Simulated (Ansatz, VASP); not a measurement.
# Si54Ge23 in two plane-wave programs, part 2 of 2

Aim: how closely do two programs agree when they are given the same cell, functional and k mesh? The structure shown is frame 32 of Ansatz's trajectory.

VASP 6.6.1 and Ansatz 0.2.0.

So far: Set-up; Ansatz: dynamics, PBE.

### Step 3. VASP: single point, PBE

Level of this step: PBE; plane waves and PAW (Si, Ge_d) (VASP).

The same cell, functional, mesh and smearing now go to VASP, with its own data sets.

Lines of VASP's logs that name or quote its potential files are left out, and so is its time.

INCAR reads:

```
SYSTEM = Si54Ge23
PREC = Accurate
ENCUT = 410
EDIFF = 1E-06
NELM = 120
ISMEAR = 0
SIGMA = 0.05
LREAL = Auto
ALGO = Normal
GGA = PE
NBANDS = 328
LORBIT = 11
LWAVE = .FALSE.
LCHARG = .FALSE.
ISIF = 2
LASPH = .TRUE.
GGA_COMPAT = .FALSE.
EFERMI = MIDGAP
NCORE = 2
```

POSCAR reads:

```
Si54Ge23
1.0
   11.8258000000      0.0000000000      0.0000000000
    0.0000000000     11.8258000000      0.0000000000
    0.0000000000      0.0000000000     11.8258000000
Si Ge
54 23
Direct
    0.0531295980      0.4541764616      0.7026670500
    0.8246630249      0.8516717685      0.9218150146
    0.6593549696      0.3548005209      0.0899304910
    0.5631838861      0.2013732686      0.6322193847
    0.7014240051      0.7032336079      0.8986960713
    0.7627390959      0.5181383078      0.1247272912
    0.9644928884      0.0397520675      0.6139204113
    0.7435099528      0.5913257454      0.3207224881
    0.6548309628      0.0223325272      0.6775609261
    0.0787684554      0.9819293409      0.3433848027
    0.6566743899      0.2409393022      0.2480424157
    0.3126638367      0.6738233354      0.6421975680
    0.0838674762      0.1296825585      0.4721710159
    0.1543489658      0.4149148472      0.9996025639
    0.5954523161      0.0652387154      0.0063082413
    0.5126333948      0.2484229397      0.9842716772
    0.2824248677      0.1974242757      0.7514840434
    0.1092272827      0.9601126351      0.8466403964
    0.3578447124      0.8688629945      0.6300884507
    0.4703445010      0.2503509276      0.3184478006
    0.9194303979      0.3808706388      0.5595562245
    0.3750190262      0.6025216053      0.1894501852
    0.0531211419      0.6721321179      0.1206768252
    0.6347308427      0.7192156133      0.5309915608
    0.0916893572      0.6096331749      0.4053679244
    0.8094420673      0.6061408108      0.7676859071
    0.6013039287      0.5310507534      0.4492465626
    0.8167819513      0.7077068782      0.6003314786
    0.5687902721      0.8254578971      0.3780293934
    0.1376566490      0.9400378833      0.0414094607
    0.9038542847      0.8004617024      0.1217253801
    0.4052157148      0.6246342742      0.8179827158
    0.9951884862      0.5820747856      0.8551387644
    0.9880684605      0.9757648531      0.1640311861
    0.1915303827      0.3215258164      0.1711934922
    0.1775017335      0.4314380422      0.3450591081
    0.7076476856      0.7069542864      0.0979806863
    0.0116186643      0.8040809078      0.4192105397
    0.1552283989      0.7484313958      0.9652962167
    0.9997124930      0.7938236737      0.8207985929
    0.4853794246      0.4630384414      0.7489472171
    0.4053425561      0.5034247155      0.5603003602
    0.8899355646      0.1310355325      0.1008134756
    0.7351215140      0.0156522180      0.8709347359
    0.8723469025      0.1494359790      0.9035075851
    0.5522332527      0.8597642443      0.6663904345
    0.9806186474      0.8303708840      0.6097600162
    0.2287625361      0.4142637285      0.5551928834
    0.0164809146      0.1215816266      0.7787211013
    0.7729794179      0.3138899694      0.9298652100
    0.4352010012      0.1380879095      0.4807201204
    0.3712983477      0.2114191006      0.1433729642
    0.4617192917      0.2712374639      0.7917773005
    0.7189872990      0.0647398062      0.1672698676
    0.9702768523      0.4943428774      0.0647313501
    0.1131509073      0.6417916758      0.6014054017
    0.5269918314      0.7441526155      0.1894586413
    0.7864922458      0.2278577348      0.4115324122
    0.2126706016      0.7105650358      0.2673392075
    0.2991510088      0.5863451098      0.9870790982
    0.4339917807      0.9405283363      0.9547768438
    0.1294542441      0.3003348611      0.8163084104
    0.7207292530      0.9490436165      0.3353853439
    0.9977845051      0.3023051295      0.3964298398
    0.6935344755      0.3660809417      0.5563175430
    0.8790441239      0.5620423143      0.4665984542
    0.9862334895      0.3044022392      0.1860677502
    0.2686752693      0.9113379222      0.2954895229
    0.5281418593      0.7845473456      0.8521283972
    0.2579275821      0.2070134790      0.5513030831
    0.6848500736      0.4402915659      0.7700874359
    0.4029917638      0.9294508617      0.4455174280
    0.3051886553      0.9947487696      0.7897647516
    0.7771059886      0.0440139356      0.5158889885
    0.3091038238      0.9962201289      0.1153156657
    0.4004803058      0.4594361481      0.3546229431
    0.8355544657      0.7684131306      0.3119197010
```

KPOINTS reads:

```
Automatic mesh
0
Gamma
1 1 1
0 0 0
```

Potentials, in the order of the species: Si and Ge_d (PBE family, release 64).

The run is started by

```bash
$ mpirun -np 8 vasp_gam
```

Numbers of over 12 decimals in the logs are rounded to 6 here.

Log:

```text
[banner, memory and clock lines left out]
running    8 mpi-ranks, on    1 nodes
[...]
LDA part: xc-table for (Slater+PW92), standard interpolation
 POSCAR, INCAR and KPOINTS ok, starting setup
[...]
entering main loop
       N       E                     dE             d eps       ncg     rms          rms(c)
DAV:   1     0.939777938521E+04    0.93978E+04   -0.17673E+05   816   0.295E+03
DAV:   2     0.180916781366E+04   -0.75886E+04   -0.73142E+04   656   0.837E+02
DAV:   3    -0.768063456573E+02   -0.18860E+04   -0.17736E+04   744   0.244E+02
DAV:   4    -0.361849869730E+03   -0.28504E+03   -0.26963E+03   816   0.983E+01
[...]
DAV:  16    -0.371883714933E+03   -0.97699E-05   -0.67185E-05   808   0.386E-02    0.554E-03
DAV:  17    -0.371883718333E+03   -0.33996E-05   -0.18343E-05   800   0.211E-02    0.292E-03
DAV:  18    -0.371883719190E+03   -0.85724E-06   -0.49220E-06   544   0.117E-02
   1 F= -.37188372E+03 E0= -.37186656E+03  d E =-.343171E-01
```

From OUTCAR (step 3):

```text
  FREE ENERGIE OF THE ION-ELECTRON SYSTEM (eV)
  ---------------------------------------------------
  free  energy   TOTEN  =      -371.8837191902 eV

  energy  without entropy=     -371.8494020619  energy(sigma->0) =     -371.86656063
```

The run ends at a pressure of -0.10 GPa, with forces up to 2.0 eV/Å.

### Step 4. Side by side

Known differences besides the potentials themselves: the cutoff is 420 eV in Ansatz and 410 eV in VASP (PREC = Accurate, projectors in real space). Total energies have different zeros and are not compared.

Forces on 9 of the 77 atoms, those with the largest forces and the largest differences (eV/Å; atoms numbered as in POSCAR):

```tsv
atom	Ansatz x, y, z	VASP x, y, z
Si2	1.355, -0.762, 0.597	1.351, -0.763, 0.594
Si6	0.375, 0.835, 1.000	0.370, 0.832, 1.000
Si7	0.011, -0.399, -1.960	0.012, -0.396, -1.957
Si8	-0.098, -0.729, -0.906	-0.091, -0.726, -0.899
Si46	-0.734, -1.210, -0.282	-0.734, -1.206, -0.277
Si49	0.352, 0.938, 0.941	0.345, 0.931, 0.942
Ge69	-0.239, -0.433, -0.009	-0.232, -0.439, -0.016
Ge71	1.257, -0.132, -0.165	1.253, -0.129, -0.166
Ge75	1.002, 0.903, 0.077	0.992, 0.897, 0.075
```

The forces differ by 3.4 meV/Å r.m.s., which is 0.7 % of the r.m.s. force of 0.485 eV/Å (both taken over all components).

### Step 5. Results

| Item | Value |
| --- | --- |
| r.m.s. force difference (single point, PBE) | 0.71 % of the r.m.s. force |

The r.m.s. force difference is 0.71 % of the r.m.s. force (single point, PBE), within the 3 % picked in this series as the mark of a large difference. 2 further runs of this series are not shown here. Such differences can come from data sets, numerical settings and the points named under the comparisons, not from the functional's error against experiment.

[Lines on the potential files, build, host, timing and source positions are cut from VASP's logs without a mark.]

[Logs are printed without paths, hosts, clocks, repeated set-up lines and the standing remarks that a program may print on its own settings, such as how far it seeks lower states.]

[Hosts, paths, dates, database ids (printed as entryN), source tags and the programs' standing remarks are cut or masked in the printed files.]
